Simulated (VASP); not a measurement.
Method: PBE GGA with D3 dispersion (Becke-Johnson damping), VASP's PBE PAW potentials (set 64) (plane waves; VASP 6.6.1).

A VASP calculation is set up with these files.

### INCAR
```
LCHARG  =  .False.
NSW  =  30   # most ionic steps
IBRION  =  2   # conjugate gradients
EDIFF  =  1E-7
LREAL  =  .False.
SIGMA  =  0.05
ENCUT  =  520
SYSTEM  =  Se
ISMEAR  =  0   # Gaussian
PREC  =  Accurate
ALGO  =  Normal   # blocked Davidson
GGA  =  PE
IVDW  =  12   # D3, Becke-Johnson
LWAVE  =  .False.
EDIFFG  =  -0.01
NELM  =  100
LMAXMIX  =  4   # l cut-off of mixed one-centre charges
LASPH  =  .True.
ISIF  =  4
```

File POSCAR:
```
Se
1
    2.0170409701    -3.4936174296     0.0000000000
    2.0170409701     3.4936174296     0.0000000000
    0.0000000000     0.0000000000     5.0836457117
Se
3
Direct
  0.0000000000   0.2464482788   0.6666670000
  0.7535517212   0.7535517212   0.0000000000
  0.2464482788   0.0000000000   0.3333330000
```

File KPOINTS:
```
Automatic mesh
0
Gamma
6 6 5
0 0 0
```

POTCAR, in this order: Se (PBE.64 set). Program: vasp_std.

The resulting files:

File OSZICAR:
```
       N       E                     dE             d eps       ncg     rms          rms(c)
DAV:   1     0.860960377093E+02    0.86096E+02   -0.73938E+03   702   0.116E+03
DAV:   2    -0.472537143270E+01   -0.90821E+02   -0.87045E+02   960   0.180E+02
DAV:   3    -0.103858497524E+02   -0.56605E+01   -0.56218E+01   857   0.520E+01
DAV:   4    -0.104338927025E+02   -0.48043E-01   -0.48001E-01   797   0.559E+00
DAV:   5    -0.104342884873E+02   -0.39578E-03   -0.39571E-03   857   0.484E-01    0.729E+00
DAV:   6    -0.103911474770E+02    0.43141E-01   -0.33726E-02   782   0.137E+00    0.451E+00
DAV:   7    -0.103790749332E+02    0.12073E-01   -0.64460E-02   757   0.189E+00    0.184E-01
DAV:   8    -0.103782880186E+02    0.78691E-03   -0.99608E-03   727   0.722E-01    0.111E-01
DAV:   9    -0.103783698662E+02   -0.81848E-04   -0.28354E-04   892   0.133E-01    0.346E-02
DAV:  10    -0.103783945542E+02   -0.24688E-04   -0.43832E-05   747   0.532E-02    0.808E-03
DAV:  11    -0.103783966042E+02   -0.20500E-05   -0.99791E-06   797   0.220E-02    0.381E-03
DAV:  12    -0.103783961603E+02    0.44385E-06   -0.24320E-06   767   0.114E-02    0.237E-03
DAV:  13    -0.103783960476E+02    0.11275E-06   -0.36052E-07   797   0.390E-03    0.416E-04
DAV:  14    -0.103783960214E+02    0.26179E-07   -0.24069E-08   391   0.116E-03
   1 F= -.11476146E+02 E0= -.11476146E+02  d E =-.114761E+02
       N       E                     dE             d eps       ncg     rms          rms(c)
DAV:   1    -0.103841814319E+02   -0.57854E-02   -0.52140E-01   702   0.446E+00    0.384E-01
DAV:   2    -0.103863718209E+02   -0.21904E-02   -0.25834E-02   832   0.108E+00    0.982E-02
DAV:   3    -0.103861848376E+02    0.18698E-03   -0.31316E-04   777   0.139E-01    0.553E-02
DAV:   4    -0.103861500411E+02    0.34796E-04   -0.22517E-04   782   0.100E-01    0.175E-02
DAV:   5    -0.103861504307E+02   -0.38953E-06   -0.31471E-05   702   0.399E-02    0.769E-03
DAV:   6    -0.103861500546E+02    0.37611E-06   -0.20365E-06   777   0.112E-02    0.307E-03
DAV:   7    -0.103861500336E+02    0.20970E-07   -0.18374E-07   686   0.362E-03
   2 F= -.11484138E+02 E0= -.11484138E+02  d E =-.799193E-02
       N       E                     dE             d eps       ncg     rms          rms(c)
DAV:   1    -0.103862554011E+02   -0.10535E-03   -0.45752E-01   702   0.417E+00    0.351E-01
DAV:   2    -0.103882008255E+02   -0.19454E-02   -0.22703E-02   817   0.101E+00    0.907E-02
DAV:   3    -0.103880439946E+02    0.15683E-03   -0.26099E-04   772   0.128E-01    0.514E-02
DAV:   4    -0.103880132179E+02    0.30777E-04   -0.19224E-04   797   0.929E-02    0.157E-02
DAV:   5    -0.103880135536E+02   -0.33574E-06   -0.27436E-05   702   0.373E-02    0.717E-03
DAV:   6    -0.103880132094E+02    0.34426E-06   -0.17200E-06   772   0.103E-02    0.292E-03
DAV:   7    -0.103880131913E+02    0.18072E-07   -0.14964E-07   614   0.328E-03
   3 F= -.11486200E+02 E0= -.11486200E+02  d E =-.100541E-01
       N       E                     dE             d eps       ncg     rms          rms(c)
DAV:   1    -0.103880318148E+02   -0.18605E-04   -0.25341E-03   702   0.311E-01    0.267E-02
DAV:   2    -0.103880433654E+02   -0.11551E-04   -0.12480E-04   817   0.749E-02    0.666E-03
DAV:   3    -0.103880430539E+02    0.31146E-06   -0.13942E-06   767   0.936E-03    0.374E-03
DAV:   4    -0.103880434587E+02   -0.40473E-06   -0.10140E-06   802   0.674E-03    0.113E-03
DAV:   5    -0.103880436018E+02   -0.14314E-06   -0.13416E-07   382   0.267E-03    0.468E-04
DAV:   6    -0.103880436171E+02   -0.15257E-07   -0.10464E-08   351   0.882E-04
   4 F= -.11486216E+02 E0= -.11486216E+02  d E =-.100703E-01
       N       E                     dE             d eps       ncg     rms          rms(c)
DAV:   1    -0.103880451042E+02   -0.15024E-05   -0.71975E-04   702   0.166E-01    0.142E-02
DAV:   2    -0.103880485666E+02   -0.34624E-05   -0.35585E-05   817   0.400E-02    0.351E-03
DAV:   3    -0.103880485919E+02   -0.25256E-07   -0.39550E-07   772   0.499E-03
   5 F= -.11486214E+02 E0= -.11486214E+02  d E =-.100678E-01
       N       E                     dE             d eps       ncg     rms          rms(c)
DAV:   1    -0.103880938346E+02   -0.45268E-04   -0.20642E-03   707   0.280E-01    0.246E-02
DAV:   2    -0.103880837052E+02    0.10129E-04   -0.49807E-05   827   0.491E-02    0.130E-02
DAV:   3    -0.103880801983E+02    0.35068E-05   -0.11069E-05   772   0.224E-02    0.339E-03
DAV:   4    -0.103880803726E+02   -0.17427E-06   -0.12122E-06   777   0.774E-03    0.171E-03
DAV:   5    -0.103880803882E+02   -0.15546E-07   -0.24984E-08   366   0.125E-03
   6 F= -.11486258E+02 E0= -.11486258E+02  d E =-.443235E-04
```

### OUTCAR
```
------------------------ aborting loop because EDIFF is reached ----------------------------------------
 Edisp (eV)   -1.09818
  FORCE on cell =-STRESS in cart. coord.  units (eV):
  Direction    XX          YY          ZZ          XY          YZ          ZX
  --------------------------------------------------------------------------------------
  Total       0.29088     0.29088     0.33571     0.00000     0.00000     0.00000
  in kB       6.50479     6.50479     7.50713     0.00000     0.00000     0.00000
  external pressure =        6.84 kB  Pullay stress =        0.00 kB
  volume of cell :       71.65
      direct lattice vectors                 reciprocal lattice vectors
     2.007868289 -3.477729880  0.000000000     0.249020318 -0.143771948  0.000000000
     2.007868289  3.477729880 -0.000000000     0.249020318  0.143771948 -0.000000000
     0.000000000  0.000000000  5.130199735     0.000000000  0.000000000  0.194924185
 POSITION                                       TOTAL-FORCE (eV/Angst)
 -----------------------------------------------------------------------------------
      2.51370     -2.60161      3.42013        -0.000298     -0.000516     -0.000000
      3.00408      0.00000      5.13020         0.000596     -0.000000     -0.000000
      2.51370      2.60161      1.71006        -0.000298      0.000516      0.000000
 -----------------------------------------------------------------------------------
    total drift:                               -0.000233     -0.000432      0.000011
  FREE ENERGIE OF THE ION-ELECTRON SYSTEM (eV)
  ---------------------------------------------------
  free  energy   TOTEN  =       -11.4862578262 eV

  energy  without entropy=      -11.4862578262  energy(sigma->0) =      -11.48625783

 reached required accuracy - stopping structural energy minimisation
```
(Selected blocks of OUTCAR.)

### CONTCAR
```
Se
   1.00000000000000
     2.0078682892274462   -3.4777298796761453    0.0000000000000000
     2.0078682892274462    3.4777298796761453   -0.0000000000000000
     0.0000000000000000    0.0000000000000000    5.1301997352071247
  Se
     3
Direct
     0.9999999999999097    0.2519224875253446    0.6666669999999968
     0.7480775124747456    0.7480775124747456    1.0000000000000000
     0.2519224875253446    0.9999999999999097    0.3333330000000032
```

The compound is Se in the trig structure. This cell is one point of a volume scan, at 0.97 of the reference volume. Symmetry was kept, so distortions that lower it aren't found.
